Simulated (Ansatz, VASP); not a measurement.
**One calculation of Rb2Mg, two programs**

The input INCAR:

```
SYSTEM = Rb2Mg
PREC = Accurate ; ENCUT = 520
EDIFF = 1E-7 ; ISMEAR = -1
SIGMA = 0.05 ; LREAL = .FALSE.
LASPH = .TRUE. ; NELM = 60
ALGO = Normal ; ISIF = 2
LWAVE = .FALSE. ; LCHARG = .FALSE.
GGA = PE ; NBANDS = 29
```

The input KPOINTS:

```
regular mesh
0
G
  4 4 5
  0 0 0
```

File POSCAR:

```
Rb2Mg
1.0
    9.0364153280     -4.1065792351      0.0000000000
    9.0364153280      4.1065792351      0.0000000000
    0.0000000000      0.0000000000      5.6918879911
Rb Mg
4 2
Direct
    0.5919960000      0.1319300000      0.7500000000
    0.1319300000      0.5919960000      0.2500000000
    0.4080040000      0.8680700000      0.2500000000
    0.8680700000      0.4080040000      0.7500000000
    0.0914070000      0.9085930000      0.7500000000
    0.9085930000      0.0914070000      0.2500000000
```

The input input.yaml:

```yaml
crystal:
  lattice:
    - [9.036415328, -4.1065792351, 0.0]
    - [9.036415328, 4.1065792351, 0.0]
    - [0.0, 0.0, 5.6918879911]
  atoms:
    - { symbol: Rb, position: [0.591996, 0.13193, 0.75] }
    - { symbol: Rb, position: [0.13193, 0.591996, 0.25] }
    - { symbol: Rb, position: [0.408004, 0.86807, 0.25] }
    - { symbol: Rb, position: [0.86807, 0.408004, 0.75] }
    - { symbol: Mg, position: [0.091407, 0.908593, 0.75] }
    - { symbol: Mg, position: [0.908593, 0.091407, 0.25] }
hamiltonian:
  xc: pbe
  pseudopotentials: { kind: paw }
kpoints:
  mp_grid: { grid: [4, 4, 5] }
scf:
  occupations: { method: fermi_dirac, width: 0.05 }
output:
  forces: true
  stress: true
  eigenvalues: true
```

Change from the starting cell: volume scaled by 1.04.

Alike in both runs: task single point; functional PBE; k mesh 4 × 4 × 5; occupations fermi-dirac, width 0.05 eV; no spin polarisation.

|  | VASP | Ansatz |
| --- | --- | --- |
| version | VASP 6.6.1 | Ansatz 0.2.0 |
| potentials or method | VASP PAW PBE potentials, release 64 (Rb_sv, Mg) | Ansatz PAW |
| plane-wave cutoff (eV) | 520 | 420 |
| valence electrons in the cell | 40 | 56 |

Ansatz gave:

| Property | Result |
| --- | --- |
| gap on the k mesh at the Fermi level (eV) | none |
| pressure (GPa) | -0.2 |
| largest component of the traceless stress (GPa) | 0.19 |
| rms of the force components (eV/Å) | 0.030 |

Q: What did VASP give for the same quantities?

A: gap on the k mesh at the Fermi level (eV): none; pressure (GPa): -0.2; largest component of the traceless stress (GPa): 0.19; rms of the force components (eV/Å): 0.031.

Atom by atom the forces differ by 0.001 eV/Å (rms over components). A gap of «none» marks a metal or a gap that the smearing closes. With one functional, cell and mesh, what is left measures potentials, basis and numerics. The two sets of potentials don't hold the same shells in valence.
